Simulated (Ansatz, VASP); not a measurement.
HfTe in VASP and in Ansatz

```
Hf Te
1.0
     0.00000    2.88041    2.88041
     2.88041    0.00000    2.88041
     2.88041    2.88041    0.00000
Hf Te
1 1
Direct
  0.00000 0.00000 0.00000
  0.50000 0.50000 0.50000
```

The cell comes from a database or a generator and needn't be the stable form of this composition.

Alike in both runs: task relaxation of cell and atoms; functional PBEsol; k mesh 12 × 12 × 12; occupations gaussian, width 0.1 eV; no spin polarisation.

```csv
,VASP,Ansatz
version,VASP 6.6.1,Ansatz 0.2.0
potentials or method,"VASP PAW PBE potentials, release 64 (Hf_pv, Te)","scalar-relativistic, plane waves, PAW"
plane-wave cutoff (eV),600,420
valence electrons in the cell,16,42
```

Ansatz gave:

```
gap on the k mesh at the Fermi level, each at its own relaxed structure (eV) : none
relaxed volume (Å³/atom)                                                     : 23.76
relaxed cell length with the largest relative difference (Å)                 : 4.065
```

Q: Estimate VASP's values.

A: gap on the k mesh at the Fermi level, each at its own relaxed structure (eV): none; relaxed volume (Å³/atom): 23.71; relaxed cell length with the largest relative difference (Å): 4.063.

A gap of «none» marks a metal or a gap that the smearing closes. The two sets of potentials don't hold the same shells in valence.

Caveats: the bands computed are all filled at some k points, so no gap is given; the PAW data sets were made with another functional, which shifts forces and pressure a little (VASP). Spin-orbit coupling is left out, which matters for the levels of Hf, Te.
